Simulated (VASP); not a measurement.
Input:

```
CELL_PARAMETERS angstrom
      0.00000     2.74091     2.74091
      2.74091     0.00000     2.74091
      2.74091     2.74091     0.00000
ATOMIC_POSITIONS crystal
  Al 0.00000 0.00000 0.00000
  P  0.25000 0.25000 0.25000
```

Method: vdW-DF-cx, VASP's PBE PAW potentials (set 64) (plane waves; VASP 6.6.1). Settings: 520 eV cut-off, Gaussian smearing of 0.050 eV, potentials Al P.

**Question.** Give the energies of bands 2 to 7 at the high-symmetry points, in eV from the valence-band maximum.

**Answer.** 
```json
[
 {"band": "2", "Γ": "0.00", "X": "-5.25", "U": "-4.96", "L": "-5.48", "W": "-4.86"},
 {"band": "3", "Γ": "0.00", "X": "-2.08", "U": "-3.39", "L": "-0.75", "W": "-3.15"},
 {"band": "4", "Γ": "0.00", "X": "-2.08", "U": "-1.72", "L": "-0.75", "W": "-2.79"},
 {"band": "5", "Γ": "3.23", "X": "1.54", "U": "2.41", "L": "2.79", "W": "4.27"},
 {"band": "6", "Γ": "4.55", "X": "2.46", "U": "5.08", "L": "4.79", "W": "5.92"},
 {"band": "7", "Γ": "4.55", "X": "10.97", "U": "8.41", "L": "4.79", "W": "6.11"}
]
```

The gap is indirect, 1.54 eV, from the valence maximum at Γ to the conduction minimum at X.

Measured: gap 2.54 eV (computed value off by -1.00 eV), as given by Wei Chen et al., Physical Review Materials (2018), doi:10.1103/physrevmaterials.2.073803 [zero-point renormalisation of 0.02 eV added back (the table's ZPR column)].

The compound is AlP in the zinc blende structure. It was relaxed first.
